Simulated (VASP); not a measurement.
# Si2P (P1) in VASP: density of states with PBE

Aim: the density of states of Si2P with PBE.

Program: VASP 6.6.1. These are calculated values, not measurements. Logs are shortened: lines on timing, memory, paths and dates and some standing lists are left out, and cuts for length are marked.

### Step 1. Starting point

The typed cell holds 3 atoms: a = 3.296 Å, b = 3.177 Å, c = 4.578 Å, α = 70.44°, β = 69.46°, γ = 90.60°.

The cell was built by a generator and needn't be a form met in nature.

### Step 2. Density of states, PBE

File POSCAR:

```
Si2P
1.0
   -0.0170693600      3.2962496900      0.0104805200
    3.1768902400     -0.0169823200      0.0154216500
    1.5609857900      1.6268371700     -3.9843642700
Si P
2 1
Direct
    0.3573480000      0.3395950000      0.3253850000
    0.6707930000      0.6555390000      0.6647880000
    0.0261710000      0.0329050000      0.9588950000
```

File INCAR.step1:

```
SYSTEM = Si2P
ALGO = Normal ; EDIFF = 1E-6
ENCUT = 520 ; GGA = PE
ISIF = 2 ; ISMEAR = 0
LASPH = .True. ; LCHARG = .True.
LREAL = .False. ; LWAVE = .False.
NBANDS = 14 ; NELM = 100
PREC = Accurate ; SIGMA = 0.0356
```

File KPOINTS.step1:

```
Automatic mesh
0
Gamma
  6 6 5
  0.5 0 0
```

File INCAR.step2:

```
SYSTEM = Si2P
ALGO = Normal ; EDIFF = 1E-6
ENCUT = 520 ; GGA = PE
ICHARG = 11 ; ISIF = 2
ISMEAR = -5 ; LASPH = .True.
LCHARG = .False. ; LORBIT = 10
LREAL = .False. ; LWAVE = .False.
NBANDS = 14 ; NEDOS = 1001
NELM = 100 ; PREC = Accurate
SIGMA = 0.0356
```

File KPOINTS.step2:

```
k-points
0
Gamma
  9 9 8
  0 0 0
```

Potentials or basis: VASP PAW PBE potentials, release 64 (Si, P).

Run with:

```bash
$ cat potpaw_PBE.64/Si/POTCAR potpaw_PBE.64/P/POTCAR > POTCAR
$ cp INCAR.step1 INCAR
$ cp KPOINTS.step1 KPOINTS
$ mpirun -np 1 vasp_std > vasp.out
$ cp INCAR.step2 INCAR
$ cp KPOINTS.step2 KPOINTS
$ mpirun -np 1 vasp_std > vasp.out
```

OUTCAR:

```text
SYSTEM = Si2P
   EDIFF = 1E-6
   ENCUT = 520
   GGA = PE
   ICHARG = 11
   ISIF = 2
   ISMEAR = -5
   LASPH = .True.
   LORBIT = 10
   LREAL = .False.
   NELM = 100
   PREC = Accurate

 ion  position               nearest neighbor table
   1  0.357  0.340  0.325-   3 2.53   2 2.58   2 2.64   2 2.67   2 2.68   3 2.68   3 2.70   3 2.71
                             2 2.73   3 2.78
   2  0.671  0.656  0.665-   3 2.52   3 2.54   1 2.58   3 2.60   3 2.63   1 2.64   1 2.67   1 2.68
                             1 2.73   3 2.82
   3  0.026  0.033  0.959-   2 2.52   1 2.53   2 2.54   2 2.60   2 2.63   1 2.68   1 2.70   1 2.71
                             1 2.78   2 2.82

  LATTYP: Found a triclinic cell.
 ALAT       =     4.6082514162
 B/A-ratio  =     0.7153061431
 C/A-ratio  =     0.6894096639
 COS(alpha) =     0.0105080957
 COS(beta)  =     0.3401606935
 COS(gamma) =     0.3667887695

  Lattice vectors:

 A1 = (  -1.5780551500,   1.6694125200,   3.9948447900)
 A2 = (  -0.0170693600,   3.2962496900,   0.0104805200)
 A3 = (  -3.1768902400,   0.0169823200,  -0.0154216500)

Analysis of symmetry for initial positions (statically):
=====================================================================
 Subroutine PRICEL returns:
 Original cell was already a primitive cell.

 Routine SETGRP: Setting up the symmetry group for a
 triclinic supercell.

 Subroutine GETGRP returns: Found  1 space group operations
 (whereof  1 operations were pure point group operations)
 out of a pool of  2 trial point group operations.

The static configuration has the point symmetry C_1 .

Analysis of symmetry for dynamics (positions and initial velocities):
=====================================================================
 Subroutine PRICEL returns:
 Original cell was already a primitive cell.

 Routine SETGRP: Setting up the symmetry group for a
 triclinic supercell.

 Subroutine GETGRP returns: Found  1 space group operations
 (whereof  1 operations were pure point group operations)
 out of a pool of  2 trial point group operations.

The dynamic configuration has the point symmetry C_1 .

 Subroutine INISYM returns: Found  1 space group operations
 (whereof  1 operations are pure point group operations),
 and found     1 'primitive' translations

----------------------------------------------------------------------------------------

                                     Primitive cell

[... 108 lines left out ...]
   EFERMI =   0.00;   METHOD = LEGACY
   ISMEAR =    -5;   SIGMA  =   0.04  broadening in eV -4-tet -1-fermi 0-gaus
   EFERMI_NEDOS =   21; number of points for ismear=-14 and -15
   IALGO  =     38    algorithm
   IMIX   =      4    mixing-type and parameters
     AMIX     =   0.40;   BMIX     =  1.00
     AMIX_MAG =   1.60;   BMIX_MAG =  1.00
  volume/ion in A,a.u.               =      13.95        94.15
  Fermi-wavevector in a.u.,A,eV,Ry     =   1.108667  2.095077 16.723506  1.229143
  Thomas-Fermi vector in A             =   2.245197
   LORBIT       =     10    0 simple, 1 ext, 2 COOP (PROOUT), +10 PAW based schemes
   GGA     = PE    functional components
   LHFCALC =     F    Hartree Fock is set to
   AEXX    =    0.0000 exact exchange contribution
   IVDW    =     0    specifies the selected vdW correction
   LEPSILON=     F    determine dielectric tensor
   LRPA    =     F    only Hartree local field effects (RPA)
 non-spin polarized calculation
 Fermi weights with tetrahedron method with Bloechl corrections
  energy-cutoff  :      520.00
  volume of cell :       41.86
 maximum number of plane-waves:      1144
 NGX is ok and might be reduce to    28

 number of electron      13.0000000 magnetization

 Free energy of the ion-electron system (eV)
  ---------------------------------------------------
  ext. energy  EPLUGINS =         0.00000000
  ---------------------------------------------------
  free energy    TOTEN  =       -14.61071824 eV

  energy without entropy =      -14.61071824  energy(sigma->0) =      -14.61071824

 E-fermi :  10.4933     XC(G=0): -11.4246

 val. band max:       11.0938727006   @ k =  -0.2222   0.2222   0.5000
 cond. band min:      10.0571349945   @ k =  -0.0000   0.2222   0.5000
 fundamental gap:     -1.0367377062
 Fermi energy:        10.4932888842

 k-point     1 :       0.0000    0.0000    0.0000
  band No.  band energies     occupation
      1      -5.1131      2.00000
      2       3.6759      2.00000
      3       4.0859      2.00000
      4       8.2311      2.00000
      5       9.0365      2.00000
      6       9.2432      2.00000
      7      10.0780      2.21748
      8      10.9610     -0.00794
      9      11.0340      0.00000
     10      13.7285      0.00000
     11      14.5764      0.00000
     12      19.4447      0.00000
     13      19.8927      0.00000
     14      20.0832      0.00000
[... 377 lines left out ...]
      1      -3.3857      2.00000
      2       1.7866      2.00000
      3       3.1668      2.00000
      4       5.3687      2.00000
      5       8.5009      2.00000
      6       9.0638      2.07929
      7      11.5291     -0.14244
      8      12.2759      0.00000
      9      13.4724      0.00000
     10      14.2900      0.00000
     11      15.1289      0.00000
     12      16.2559      0.00000
     13      19.1970      0.00000
     14      20.4769      0.00000

 [... further k-points ...]
[... 5 lines left out ...]
  --------------------------------------------------------------------------------------
  -------------------------------------------------------------------------------------
  Total        1.4441350      0.1815932      1.9375085      0.1566636      0.1193557      0.1995451
  in kB       55.2782317      6.9509784     74.1634587      5.9967294      4.5686654      7.6381358
  external PRESSURE =      45.4642229 kB  Pullay stress =       0.0000000 kB

 VOLUME and BASIS-vectors are now :
 -----------------------------------------------------------------------------
  energy-cutoff  :      520.00
  volume of cell :       41.86
      direct lattice vectors                 reciprocal lattice vectors
    -0.017069360  3.296249690  0.010480520     0.001017168  0.302985735  0.124109195
     3.176890240 -0.016982320  0.015421650     0.314179868  0.001233989  0.123592567
     1.560985790  1.626837170 -3.984364270     0.001218722  0.000801754 -0.250176239

 POSITION                                       TOTAL-FORCE (eV/Angst)
 -----------------------------------------------------------------------------------
      1.58068      1.70149     -1.28747        -0.083794     -0.085319      0.050771
      3.10885      3.28147     -2.63162         0.131859      0.118618      0.038095
      1.60091      1.64567     -3.81981        -0.048066     -0.033299     -0.088865
 -----------------------------------------------------------------------------------
    total drift:                               -0.000684      0.000926     -0.001002

  FREE ENERGIE OF THE ION-ELECTRON SYSTEM (eV)
  ---------------------------------------------------
  free  energy   TOTEN  =       -14.6107182365 eV

  energy  without entropy=      -14.6107182365  energy(sigma->0) =      -14.61071824

 total charge

# of ion       s       p       d       tot
------------------------------------------
    1        0.840   0.697   0.000   1.538
    2        0.827   0.714   0.000   1.541
    3        1.111   1.295   0.000   2.407
--------------------------------------------------
tot          2.778   2.707   0.000   5.485
```

OUTCAR.step1:

```text
SYSTEM = Si2P
   EDIFF = 1E-6
   ENCUT = 520
   GGA = PE
   ISIF = 2
   ISMEAR = 0
[... 643 lines left out ...]
      1.58068      1.70149     -1.28747        -0.068462     -0.134643      0.091273
      3.10885      3.28147     -2.63162         0.173336      0.160503      0.041014
      1.60091      1.64567     -3.81981        -0.104874     -0.025861     -0.132287
 -----------------------------------------------------------------------------------
    total drift:                                0.000047     -0.000017     -0.000017

  FREE ENERGIE OF THE ION-ELECTRON SYSTEM (eV)
  ---------------------------------------------------
  free  energy   TOTEN  =       -14.6080311395 eV

  energy  without entropy=      -14.6063829762  energy(sigma->0) =      -14.60720706
```

OSZICAR.step1:

```text
N       E                     dE             d eps       ncg     rms          rms(c)
DAV:   1     0.160429773861E+02    0.16043E+02   -0.51857E+03  2520   0.753E+02
DAV:   2    -0.135935057483E+02   -0.29636E+02   -0.27417E+02  3276   0.115E+02
DAV:   3    -0.146554114181E+02   -0.10619E+01   -0.10515E+01  3432   0.182E+01
DAV:   4    -0.146614538590E+02   -0.60424E-02   -0.60401E-02  3012   0.176E+00
DAV:   5    -0.146614950799E+02   -0.41221E-04   -0.41220E-04  3464   0.129E-01    0.621E+00
DAV:   6    -0.146224188563E+02    0.39076E-01   -0.31791E-02  3030   0.935E-01    0.364E+00
DAV:   7    -0.146083438784E+02    0.14075E-01   -0.31350E-02  3276   0.910E-01    0.220E-01
DAV:   8    -0.146080411210E+02    0.30276E-03   -0.23183E-03  3012   0.292E-01    0.149E-01
DAV:   9    -0.146080266898E+02    0.14431E-04   -0.21354E-04  3408   0.856E-02    0.647E-02
DAV:  10    -0.146080301738E+02   -0.34840E-05   -0.21262E-05  3072   0.274E-02    0.195E-02
DAV:  11    -0.146080311395E+02   -0.96572E-06   -0.11809E-06  2178   0.719E-03
   1 F= -.14608031E+02 E0= -.14607207E+02  d E =-.164816E-02
```

Wall time 76 s (1 thread of Intel Xeon Platinum 8488C (Sapphire Rapids), shared host); peak memory 0.27 GiB.

Results:

```
Valence electrons inside the program's atomic spheres : Si 1.54; P 2.41
```

Levels at points of the mesh, in eV from the Fermi level:
```
           k point  band 4  band 5  band 6  band 7  band 8  band 9
(0.00, 0.00, 0.00)   -2.26   -1.46   -1.25   -0.42    0.47    0.54
(0.00, 0.00, 0.50)   -2.71   -2.66    1.32    2.28    4.15    4.49
```

States per cell in windows of 0.5 eV (zero at the Fermi level; states under -8 eV left out):
```
from (eV)  total  P3_p  Si1_p  Si2_p  Si1_s  Si2_s  P3_s
     -8.0   0.39  0.03   0.02   0.02   0.04   0.04  0.03
     -7.5   0.46  0.04   0.02   0.02   0.04   0.04  0.03
     -7.0   0.40  0.04   0.02   0.02   0.03   0.03  0.02
     -6.5   0.47  0.06   0.03   0.03   0.03   0.03  0.02
     -6.0   0.49  0.06   0.03   0.03   0.03   0.03  0.02
     -5.5   0.57  0.06   0.04   0.04   0.03   0.03  0.03
     -5.0   0.47  0.06   0.03   0.03   0.03   0.02  0.02
     -4.5   0.58  0.07   0.04   0.04   0.03   0.03  0.02
     -4.0   0.57  0.08   0.04   0.04   0.03   0.03  0.02
     -3.5   0.55  0.08   0.04   0.04   0.03   0.02  0.02
     -3.0   0.63  0.09   0.05   0.05   0.03   0.03  0.02
     -2.5   0.60  0.09   0.04   0.04   0.03   0.03  0.02
     -2.0   0.65  0.10   0.05   0.05   0.03   0.03  0.02
     -1.5   0.60  0.09   0.05   0.05   0.03   0.03  0.02
     -1.0   0.64  0.09   0.05   0.05   0.03   0.03  0.02
     -0.5   0.67  0.09   0.06   0.05   0.03   0.03  0.02
      0.0   0.65  0.09   0.06   0.05   0.03   0.03  0.01
      0.5   0.60  0.08   0.05   0.05   0.03   0.03  0.01
      1.0   0.73  0.10   0.06   0.06   0.03   0.03  0.01
      1.5   0.66  0.09   0.06   0.06   0.02   0.02  0.01
      2.0   0.58  0.06   0.06   0.06   0.02   0.02  0.01
      2.5   0.60  0.06   0.07   0.06   0.02   0.01  0.01
      3.0   0.72  0.07   0.08   0.08   0.02   0.02  0.02
      3.5   0.94  0.10   0.11   0.10   0.02   0.02  0.02
      4.0   0.78  0.09   0.10   0.09   0.01   0.02  0.01
      4.5   0.82  0.10   0.11   0.09   0.01   0.02  0.01
      5.0   0.65  0.07   0.09   0.08   0.01   0.01  0.01
      5.5   0.85  0.09   0.11   0.11   0.01   0.01  0.01
      6.0   0.81  0.08   0.10   0.11   0.01   0.01  0.01
      6.5   0.66  0.07   0.08   0.09   0.01   0.01  0.01
      7.0   0.67  0.07   0.08   0.08   0.01   0.01  0.01
      7.5   0.62  0.06   0.06   0.07   0.01   0.01  0.01
```

Caveat: tetrahedron occupations give inexact forces and stress in metals.
